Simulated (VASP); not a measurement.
VASP input:

**KPOINTS**
```
kpoints
0
gamma
  15 15 15
```

INCAR:
```
SYSTEM = Zn
PREC = Accurate
ENCUT = 400
EDIFF = 1E-6
NELM = 100
ALGO = Normal
LREAL = .FALSE.
LASPH = .TRUE.
ISMEAR = 1
SIGMA = 0.1
METAGGA = R2SCAN
LMIXTAU = .TRUE.
LMAXMIX = 4
LWAVE = .FALSE.
LCHARG = .FALSE.
IBRION = 2
ISIF = 3
NSW = 60
EDIFFG = -0.01
```

File POSCAR:
```
Zn
1
   -1.5579540000     1.5579540000     1.5579540000
    1.5579540000    -1.5579540000     1.5579540000
    1.5579540000     1.5579540000    -1.5579540000
Zn
1
Direct
  0.0000000000   0.0000000000   0.0000000000
```

POTCAR, in this order: Zn (PBE.64 set). Program: vasp_std.

Write an equivalent input for Ansatz.

One equivalent input (not run):
Ansatz 0.2 input:
```yaml
crystal:
  lattice:
    - [-1.5579540, 1.5579540, 1.5579540]
    - [1.5579540, -1.5579540, 1.5579540]
    - [1.5579540, 1.5579540, -1.5579540]
  atoms:
    - { symbol: Zn, position: [0.0000000, 0.0000000, 0.0000000] }
kpoints:
  mp_grid: { grid: [15, 15, 15] }
hamiltonian:
  xc: r2scan
  pseudopotentials: { kind: paw }
scf:
  occupations: { method: methfessel_paxton, width: 0.1 }
  max_iter: 100
relax:
  max_steps: 60
  f_tol: 0.01
  cell: {}
output: { forces: true, stress: true, eigenvalues: true }
```
The two are equivalent in intent, not identical: each code has its own PAW files, so the cut-off isn't converted (ENCUT is set for VASP's; basis.ecutwfc is left out, and Ansatz then takes the one that its files recommend); Ansatz stops its SCF on the density residual and VASP on the energy change (EDIFF).

The structure was generated: Zn was put into the bcc type (Im-3m), which need not be its known phase. This run relaxes it. Symmetry was kept, so distortions that lower it aren't found.
